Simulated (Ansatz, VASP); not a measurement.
# EuCd2P2: VASP beside Ansatz, part 2 of 2

One calculation is typed for both programs; each brings its own data sets and cutoff. How far apart do they land?

VASP 6.6.1 and Ansatz 0.2.0.

So far: Starting point; VASP: relaxation of cell and atoms, r2SCAN, DFT+U.

## 3. Ansatz: relaxation of cell and atoms, r2SCAN, DFT+U

Level of this step: Ansatz beside VASP: Kohn-Sham DFT, plane waves, r2SCAN, DFT+U (Ansatz).

Ansatz runs on its default PAW (the set named soft_2) files.

The same cell, functional, mesh and smearing now go to Ansatz, which takes its cutoff from its data sets.

Input file input.yaml:

```yaml
crystal:
  lattice:
    - [4.3397285508, 0.0, 0.0]
    - [-2.1698642754, 3.7583151705, 0.0]
    - [0.0, 0.0, 7.13261692]
  atoms:
    - { symbol: Eu, position: [0.0, 0.0, 0.0], spin: 7.0 }
    - { symbol: Cd, position: [0.66666667, 0.33333333, 0.36159118] }
    - { symbol: Cd, position: [0.33333333, 0.66666667, 0.63840882] }
    - { symbol: P, position: [0.66666667, 0.33333333, 0.75297234] }
    - { symbol: P, position: [0.33333333, 0.66666667, 0.24702766] }
hamiltonian:
  xc: r2scan
  pseudopotentials: { kind: paw }
  hubbard: { sites: [{ species: Eu, l: f, u_eff: 5.0 }] }
magnetization:
  spin_polarized: true
kpoints:
  mp_grid: { grid: [7, 7, 4] }
scf:
  occupations: { method: gaussian, width: 0.05 }
relax:
  f_tol: 0.01
  max_steps: 60
  cell: { stress_tol: 0.05 }
output:
  forces: true
  stress: true
```

Command:

```sh
ansatz run input.yaml --threads 4 --pin off --max-ram 9216MiB --backend cpu --events-out ev --progress --plain --runs-dir out
```

Numbers of over 12 decimals in the logs are rounded to 6 here.

What it wrote:

```text
Eu: projections on atomic orbitals take those of the free atom [Kr 4d10] 4f7 5s2 5p6 5d0 6s2, of charge +0.00 (hamiltonian.pseudopotentials.projection_atoms); the dataset's partial waves leave at most 1.0e-3 of an orbital's norm unspanned inside its sphere
Cd: projections on atomic orbitals take those of the free atom [Ar 3d10] 4s2 4p6 4d10 5s2, of charge +0.00 (hamiltonian.pseudopotentials.projection_atoms); the dataset's partial waves leave at most 1.3e-5 of an orbital's norm unspanned inside its sphere
P: projections on atomic orbitals take those of the free atom [Ne] 3s2 3p3, of charge +0.00 (hamiltonian.pseudopotentials.projection_atoms); the dataset's partial waves leave at most 1.0e-7 of an orbital's norm unspanned inside its sphere
Engine: ansatz 0.2.0, x86_64-unknown-linux-gnu
Pseudopotentials: kind: paw
Pseudopotential: Eu, paw, valence charge 17, recommended cutoff 500 eV (meta_gga), Eu.paw.azcp
Pseudopotential: Cd, paw, valence charge 20, recommended cutoff 500 eV (meta_gga), Cd.paw.azcp
Pseudopotential: P, paw, valence charge 5, recommended cutoff 500 eV (meta_gga), P.paw.azcp
Functional definition: r2SCAN
  parameter k0 = 0.174
  parameter k1 = 0.065
  parameter a1 = 4.9479
  exchange = r2scan_x(k0 = k0, k1 = k1, a1 = a1)
  correlation = r2scan_c
Crystal: 5 atoms, lattice volume = 116.333 Å³
Basis set: ecut = 500 eV, 2925 PW (Γ), exchange–correlation on 128×128×216 points (64 copies of the dense FFT grid, shifted against one another)
Bands: 45, of which v1, the nominal top of the filled ones, is band 34 counted from 1 (33 counted from 0)
Symmetry: 12 space group operations
Space group: P-3m1 (ITA 164), of the structure as read, at distance tolerance 4.9e-5 Å
Magnetic group: BNS 164.85 (UNI 1315), of the structure as read, at distance tolerance 4.9e-5 Å
k-points: 28 of 196
Non-local potential: Eu, projectors of the file, l = 0: 3, l = 1: 2, l = 2: 2, l = 3: 3
Non-local potential: Cd, projectors of the file, l = 0: 3, l = 1: 2, l = 2: 2, l = 3: 1
Non-local potential: P, projectors of the file, l = 0: 2, l = 1: 2, l = 2: 2
PAW form: soft (Blöchl's): semilocal exchange-correlation on the pseudo side does not see the compensation charge
PAW frozen core: Eu, regenerated for the run's functional (the file was generated under x = pbe(κ = 0.804, μ = 0.219515), c = pbe(β = 0.066725))
PAW frozen core: Cd, regenerated for the run's functional (the file was generated under x = pbe(κ = 0.804, μ = 0.219515), c = pbe(β = 0.066725))
PAW frozen core: P, regenerated for the run's functional (the file was generated under x = pbe(κ = 0.804, μ = 0.219515), c = pbe(β = 0.066725))
PAW one-centre angular grid: Eu, 2702 points (default); XC on 160 Gauss nodes
PAW one-centre angular grid: Cd, 590 points (default); XC on 160 Gauss nodes
PAW one-centre angular grid: P, 302 points (default); XC on 160 Gauss nodes
Initial density: superposition of atomic densities (chi_scale 0.1, normalization cell)
Starting moments: Σ|m| = 7 μB on 1 of 5 sites
Initial wavefunctions: pseudopotential atomic-orbital guess
Functional: x = r2scan, c = r2scan; τ floored in thin density (d = 2e-4 eV/Å³)
SCF iter   1: F=—  HF=-26836.066308 eV  |F-HF|=—  |Δ(HF+E_count)|=         —  Δρ=1.91e-1 (↑1.91e-1 ↓1.46e-1)  dr2=9.40e0  dr2_τ=3.32e-1  dr2_m=2.99e1  M=7.000 μB ∫|m|=7.600 μB  β_m=1.00  ethr=3.10e-3  ⟨swp⟩=6.7  Hψ=9352  notcnv=0  defer=1
preconditioner: auto → Resta (q_TF=auto, 2.489 Å⁻¹)  ε∞=5.4  [insulator: Δε(μ)=0.847 eV  Ē_g=11.495 eV  σ=0.050 eV  W_gap=1.00  n_scr=34 (ndim 8)  ℏωp=24.1 eV  f_vac=0.010  D(μ)=0.00/eV (n_scr^D=0)  ε∞_Penn≈5.4]
spin=Collinear: Resta preconditioning applied to the charge; magnetization (m = ρ↑ − ρ↓) channel mixes plain (no charge-response kernel on spin).
SCF iter   2: F=—  HF=-26827.449601 eV  |F-HF|=—  |Δ(HF+E_count)|=    8.62e0  Δρ=3.96e-2 (↑3.96e-2 ↓2.07e-2)  dr2=3.20e0  dr2_τ=6.52e-2  dr2_m=7.15e-1  M=7.000 μB ∫|m|=7.357 μB  β_m=1.00  ethr=3.10e-3  ⟨swp⟩=3.4  Hψ=5808  notcnv=0  defer=261  κ⁻¹=1.0e0(r=1)
SCF iter   3: F=—  HF=-26830.000314 eV  |F-HF|=—  |Δ(HF+E_count)|=    2.55e0  Δρ=7.76e-3 (↑7.76e-3 ↓6.67e-3)  dr2=2.81e-1  dr2_τ=5.44e-3  dr2_m=2.67e-3  M=7.000 μB ∫|m|=7.257 μB  β_m=1.00  ethr=3.10e-3  ⟨swp⟩=4.6  Hψ=4583  notcnv=0  defer=250  κ⁻¹=1.8e-2(r=2)
SCF iter   4: F=—  HF=-26833.872394 eV  |F-HF|=—  |Δ(HF+E_count)|=    3.87e0  Δρ=4.30e-3 (↑3.71e-3 ↓4.30e-3)  dr2=6.81e-2  dr2_τ=4.08e-3  dr2_m=2.77e-3  M=7.000 μB ∫|m|=7.244 μB  β_m=1.00  ethr=4.19e-4  ⟨swp⟩=3.4  Hψ=5261  notcnv=0  defer=232  κ⁻¹=1.0e-3(r=3)
SCF iter   5: F=—  HF=-26836.422052 eV  |F-HF|=—  |Δ(HF+E_count)|=    2.55e0  Δρ=3.15e-3 (↑2.99e-3 ↓3.15e-3)  dr2=1.85e-2  dr2_τ=2.40e-3  dr2_m=6.62e-3  M=7.000 μB ∫|m|=7.223 μB  β_m=1.20  ethr=1.02e-4  ⟨swp⟩=3.0  Hψ=4417  notcnv=0  defer=232
Mixer restart at iter 5: flushing history
spin-set hold released at iteration 5 (site moments contracting): the magnetisation degrees of freedom join the quasi-Newton model from the next iteration; the mixer history was flushed
[...]
SCF iter  11: F=-26838.525301 eV  HF=-26838.525526 eV  |F-HF|=2.25e-4  |Δ(HF+E_count)|=   1.62e-4  Δρ=6.18e-5 (↑5.30e-5 ↓6.18e-5)  dr2=1.32e-5  dr2_τ=4.50e-7  dr2_m=5.49e-7  M=7.000 μB ∫|m|=7.200 μB  β_m=1.20  ethr=1.25e-7  ⟨swp⟩=2.0  Hψ=3976  notcnv=0  defer=219  κ⁻¹=6.3e-4(r=6)
SCF iter  12: F=-26838.525333 eV  HF=-26838.525256 eV  |F-HF|=7.67e-5  |Δ(HF+E_count)|=   2.69e-4  Δρ=3.85e-5 (↑3.85e-5 ↓3.43e-5)  dr2=5.57e-6  dr2_τ=1.04e-7  dr2_m=2.64e-8  M=7.000 μB ∫|m|=7.200 μB  β_m=1.20  ethr=1.97e-8  ⟨swp⟩=3.0  Hψ=3937  notcnv=0  defer=219  κ⁻¹=9.4e-5(r=7)
SCF iter  13: F=-26838.525338 eV  HF=-26838.525304 eV  |F-HF|=3.44e-5  |Δ(HF+E_count)|=   4.74e-5  Δρ=3.21e-5 (↑3.21e-5 ↓1.74e-5)  dr2=2.46e-6  dr2_τ=2.27e-8  dr2_m=8.61e-8  M=7.000 μB ∫|m|=7.200 μB  β_m=1.20  ethr=8.31e-9  ⟨swp⟩=3.0  Hψ=3954  notcnv=0  defer=219  κ⁻¹=1.0e-5(r=8)
SCF iter  14: F=-26838.525340 eV  HF=-26838.525333 eV  |F-HF|=7.05e-6  |Δ(HF+E_count)|=   2.95e-5  Δρ=1.76e-5 (↑1.76e-5 ↓8.02e-6)  dr2=7.45e-7  dr2_τ=5.79e-9  dr2_m=3.64e-8  M=7.000 μB ∫|m|=7.200 μB  β_m=1.20  ethr=3.67e-9  ⟨swp⟩=2.0  Hψ=3483  notcnv=0  defer=219  κ⁻¹=1.1e-5(r=8)
SCF iter  15: F=-26838.525341 eV  HF=-26838.525340 eV  |F-HF|=1.10e-6  |Δ(HF+E_count)|=   6.57e-6  Δρ=4.52e-6 (↑3.12e-6 ↓4.52e-6)  dr2=4.16e-8  dr2_τ=2.27e-9  dr2_m=3.52e-9  M=7.000 μB ∫|m|=7.200 μB  β_m=1.20  ethr=1.49e-10  ⟨swp⟩=2.3  Hψ=7696  notcnv=0  κ⁻¹=5.5e-6(r=8)
SCF iter  16: F=-26838.525341 eV  HF=-26838.525341 eV  |F-HF|=4.63e-8  |Δ(HF+E_count)|=   1.22e-6  Δρ=2.39e-6 (↑2.13e-6 ↓2.39e-6)  dr2=1.98e-8  dr2_τ=2.39e-10  dr2_m=1.36e-10  M=7.000 μB ∫|m|=7.200 μB  β_m=1.20  ethr=6.21e-11  ⟨swp⟩=3.4  Hψ=5901  notcnv=0  κ⁻¹=1.7e-5(r=8)
SCF iter  17: F=-26838.525341 eV  HF=-26838.525341 eV  |F-HF|=1.42e-7  |Δ(HF+E_count)|=   9.76e-8  Δρ=1.81e-6 (↑1.81e-6 ↓1.04e-6)  dr2=3.57e-9  dr2_τ=3.43e-10  dr2_m=9.27e-10  M=7.000 μB ∫|m|=7.200 μB  β_m=1.20  ethr=2.95e-11  ⟨swp⟩=3.4  Hψ=6148  notcnv=0  κ⁻¹=2.7e-6(r=8)
SCF iter  18: F=-26838.525341 eV  HF=-26838.525341 eV  |F-HF|=1.22e-7  |Δ(HF+E_count)|=   2.75e-8  Δρ=9.79e-7 (↑9.79e-7 ↓5.60e-7)  dr2=1.14e-9  dr2_τ=1.62e-10  dr2_m=2.92e-10  M=7.000 μB ∫|m|=7.200 μB  β_m=1.20  ethr=5.33e-12  ⟨swp⟩=3.0  Hψ=5637  notcnv=0  κ⁻¹=6.7e-6(r=8)
SCF iter  19: F=-26838.525341 eV  HF=-26838.525341 eV  |F-HF|=3.95e-8  |Δ(HF+E_count)|=   9.09e-8  Δρ=2.87e-7 (↑2.39e-7 ↓2.87e-7)  dr2=2.76e-10  dr2_τ=2.98e-11  dr2_m=1.89e-11  M=7.000 μB ∫|m|=7.200 μB  ethr=1.70e-12  ⟨swp⟩=3.5  Hψ=6275  notcnv=0
SCF 1 converged in 19 iterations: F = -26838.525341 eV  dr2 = 2.76e-10
a single-point calculation of the run's input, under the relaxation's own `scf.mixing.negative_modes` where the relaxation goes by `scf.lower_state_search: light` itself or types `scf.max_iter`, was made at the relaxed geometry, from the atoms, in 19 SCF iterations in all. It converged +0.0 meV from the relaxation's final energy, with moments (6.91, 0.00, 0.00, -0.03, -0.03 Bohr magnetons, atom by atom), which does not count as lower, and the relaxation's result stands. No further magnetic order was relaxed to its end, and one can end lower (see `relax.adjacent_minimum`). Of the state that the single point found these notices stand: [rest of the remark cut]
SCF converged after 8 iterations
Stability not checked: this state was not tested for a lower state beside it, because the mixer in use, unlike msr1, does not test its closes by its own steps (another_mixer; see scf.mixing.algorithm and scf.lower_state_search)
Magnetization: 7.0000 μB (37.0000 up, 30.0000 down)
Absolute magnetization: 7.2016 μB (∫|ρ↑−ρ↓|, with the PAW one-centre terms)
Spin contamination: 0.0163 ħ² per cell (⟨S²⟩ above its minimum at these occupations)
Per-site moments (μB) at R_I (Å): [(6.912395, 1.272939), (-0.00458557, 1.086754), (-0.00458557, 1.086754), (-0.031275, 1.086754), (-0.031275, 1.086754)]
Free energy (F): -26838.525341 eV
Harris-Foulkes:  -26838.525341 eV  (|F-HF|=1.09e-11)
Internal energy: -26838.525341 eV  (E = F + TS)
E sigma→0 (E₀):  -26838.525341 eV
Fermi energy:    11.071063 eV
--- Per-component energies (eV) ---
  E_band       = -961.422683
  E_kinetic    = 1500.111712
  E_local      = -9543.195324  (includes V_loc(G=0)·N_el)
  E_nonlocal   = 614.348451
  E_hartree    = 4320.382010
  E_xc         = -624.966501
  E_vxc        = -847.861594  (∫ρ·V_xc dr)
  E_hubbard    = 0.101770  (on-site DFT+U / exact-exchange correction)
  E_vhub       = -17.264591  (the Hubbard potential's part of the band-sum identity)
  E_paw        = -15773.550786  (= ΣΔE_a)
  E_vpaw       = -1361.728761  (= ΣTr[D̂ρ^β])
  E_aug_tail   = 0.000013  (compensation charges beyond the density's cutoff)
  E_vtau       = 53.403246  (kinetic-family band-sum trace: ∫τ·v_τ [+ j·A + Jᵃ·Aᵃ] dr)
  E_ewald      = -7330.726204
  E_core_change = -1.030482  (= ΣΔE_core)
  E_smearing   = -0.000000  (= −TS)
  E_closure    = 0.000000  (closes the sum)
  Σ components = -26838.525341   (vs F -26838.525341, Δ=0.00e0)
--- Forces (eV/Å), atoms counted from 1 ---
  atom   1  Eu     0.00000000     0.00000000     0.00000000
  atom   2  Cd     0.00000000     0.00000000    -0.00075428
  atom   3  Cd     0.00000000    -0.00000000     0.00075428
  atom   4  P      0.00000000     0.00000000     0.00117911
  atom   5  P     -0.00000000    -0.00000000    -0.00117911
  max |Σ_I F_I| component: 0.00e0 eV/Å
--- Stress (GPa, compression-positive) ---
       -0.005660       0.000000       0.000000
        0.000000      -0.005660       0.000000
        0.000000       0.000000       0.031829
  P = ⅓ Tr σ = 0.0068 GPa (0.068 kbar)
--- Relaxed structure (3 steps of the walk, 3 accepted, 1 SCFs on fresh bases) ---
  F+E_penalty+E_count = -26838.52534098 eV   max|allowed force component| = 1.179e-3 eV/Å   (the final SCF, on the basis selected at the relaxed cell)
  cell:  # Å, volume = 117.4093 Å³
    - [4.341781, 0.0, 0.0]
    - [-2.170891, 3.760093, 0]
    - [0.0, 0, 7.191771]
  atoms:
    - { symbol: Eu, position: [0, 0, 0] }
    - { symbol: Cd, position: [0.666667, 0.333333, 0.362977] }
    - { symbol: Cd, position: [0.333333, 0.666667, 0.637023] }
    - { symbol: P, position: [0.666667, 0.333333, 0.749746] }
    - { symbol: P, position: [0.333333, 0.666667, 0.250254] }
```

The job ended after 50 s (4 threads of Intel Xeon Platinum 8375C at 2.90GHz (Ice Lake), shared host; peak memory 1.1 GiB; 3 min of CPU time).

## 4. Side by side

Known differences besides the potentials themselves: U acts on the PAW sphere in VASP and on atomic orbitals in Ansatz, so only states and trends compare; VASP keeps PBE cores, Ansatz makes them for the functional; both relaxations stop at a tolerance, which leaves soft axes loose, and VASP keeps its plane-wave basis; the data sets hold 67 valence electrons in Ansatz (default PAW (the set named soft_2) files) and 51 in VASP; the cutoff is 500 eV in Ansatz and 450 eV in VASP; Ansatz adds a Pulay correction to the stress that steers its cell, VASP none; site moments are counted in spheres of each program's own size. Total energies have different zeros and are not compared.

Compared:

```tsv
quantity	Ansatz	VASP	difference
volume (Å³)	117.41	117.37	+0.03 %
edge a after relaxation, in the typed setting (Å)	4.342	4.341	+0.02 %
edge c after relaxation, in the typed setting (Å)	7.192	7.193	-0.02 %
total moment (μB)	7.00	7.00	0.00
moment on Eu1 (μB)	6.91	6.64	+0.27
```

The walks stopped with 0.01 GPa left in Ansatz and 0.01 GPa in VASP; each walk ends within a tolerance, so the volume difference is uncertain by about these residues over the bulk modulus, most in soft cells.

## 5. What came out

```yaml
difference_in_volume_relaxation_of_cell_and_atoms_r2scan_dft_u: 0.029 %
```

In words: The difference in volume is 0.029 % (relaxation of cell and atoms, r2SCAN, DFT+U). How closely two codes agree says nothing of how well the functional describes the real material.

[Lines on the potential files, build, host, timing and source positions are cut from VASP's logs without a mark.]

[Logs are printed without paths, hosts, clocks, repeated set-up lines and the standing remarks that a program may print on its own settings, such as how far it seeks lower states.]

[Hosts, paths, dates, database ids (printed as entryN), source tags and the programs' standing remarks are cut or masked in the printed files.]
